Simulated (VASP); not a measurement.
Output of a VASP run:

OSZICAR:
```
       N       E                     dE             d eps       ncg     rms          rms(c)
DAV:   1     0.753478573880E+02    0.75348E+02   -0.77793E+03  3206   0.142E+03
DAV:   2    -0.129466551922E+02   -0.88295E+02   -0.85253E+02  3397   0.331E+02
DAV:   3    -0.144732880381E+02   -0.15266E+01   -0.15152E+01  3669   0.434E+01
DAV:   4    -0.144809908971E+02   -0.77029E-02   -0.77025E-02  3403   0.336E+00
DAV:   5    -0.144810538406E+02   -0.62943E-04   -0.62943E-04  3607   0.301E-01    0.226E+01
DAV:   6    -0.139513934833E+02    0.52966E+00   -0.59102E-01  3406   0.102E+01    0.916E+00
DAV:   7    -0.138096031875E+02    0.14179E+00   -0.31984E-01  3517   0.697E+00    0.586E-01
DAV:   8    -0.138048719770E+02    0.47312E-02   -0.45262E-03  3277   0.106E+00    0.151E-01
DAV:   9    -0.138045887671E+02    0.28321E-03   -0.21615E-04  3672   0.176E-01    0.376E-02
DAV:  10    -0.138045882186E+02    0.54848E-06   -0.16684E-05  3433   0.569E-02    0.367E-03
DAV:  11    -0.138045883438E+02   -0.12516E-06   -0.13905E-07  1919   0.519E-03
   1 F= -.13321542E+02 E0= -.13321339E+02  d E =-.133215E+02
```

OUTCAR:
```
------------------------ aborting loop because EDIFF is reached ----------------------------------------
  FORCE on cell =-STRESS in cart. coord.  units (eV):
  Direction    XX          YY          ZZ          XY          YZ          ZX
  --------------------------------------------------------------------------------------
  Total        0.4706165      0.4706165      0.4706165      0.0000000     -0.0000000      0.0000000
  in kB       48.7134334     48.7134334     48.7134334      0.0000000     -0.0000000      0.0000000
  external PRESSURE =      -1.2865666 kB  Pullay stress =      50.0000000 kB
  volume of cell :       15.48
      direct lattice vectors                 reciprocal lattice vectors
    -1.569963865  1.569963865  1.569963865     0.000000000  0.318478668  0.318478668
     1.569963865 -1.569963865  1.569963865     0.318478668  0.000000000  0.318478668
     1.569963865  1.569963865 -1.569963865     0.318478668  0.318478668  0.000000000
 POSITION                                       TOTAL-FORCE (eV/Angst)
 -----------------------------------------------------------------------------------
      0.00000      0.00000      0.00000        -0.000000     -0.000000     -0.000000
 -----------------------------------------------------------------------------------
    total drift:                                0.000000     -0.000000      0.000000
  FREE ENERGIE OF THE ION-ELECTRON SYSTEM (eV)
  ---------------------------------------------------
  free  energy   TOTEN  =       -13.8045883438 eV

  energy  without entropy=      -13.8039774305  energy(sigma->0) =      -13.80438471
  enthalpy is  TOTEN    =       -13.3215424630 eV   P V=        0.4830458807

 reached required accuracy - stopping structural energy minimisation
```
(Selected blocks of OUTCAR.)

**POSCAR**
```
W
1
   -1.5699638648     1.5699638648     1.5699638648
    1.5699638648    -1.5699638648     1.5699638648
    1.5699638648     1.5699638648    -1.5699638648
W
1
Direct
  0.0000000000   0.0000000000   0.0000000000
```

Question: Reconstruct the remaining input files.

Answer: One answer among several that fit: the input of the run itself, PBEsol GGA, plane waves, VASP's PBE PAW potentials (set 64).

**INCAR**
```
ALGO  =  Normal
EDIFF  =  1E-6
EDIFFG  =  -0.02
ENCUT  =  500
GGA  =  PS
IBRION  =  2
ISIF  =  3
ISMEAR  =  1
LASPH  =  T
LCHARG  =  F
LMAXMIX  =  6
LREAL  =  F
LWAVE  =  F
NELM  =  100
NSW  =  40
PREC  =  Accurate
PSTRESS  =  50
SIGMA  =  0.1
SYSTEM  =  W
```

File KPOINTS:
```
Automatic mesh
0
Gamma
16 16 16
0 0 0
```

POTCAR, in this order: W_sv (PBE.64 set). Program: vasp_std.

The compound is W in the bcc structure. It was relaxed first under an external pressure of 5 GPa.
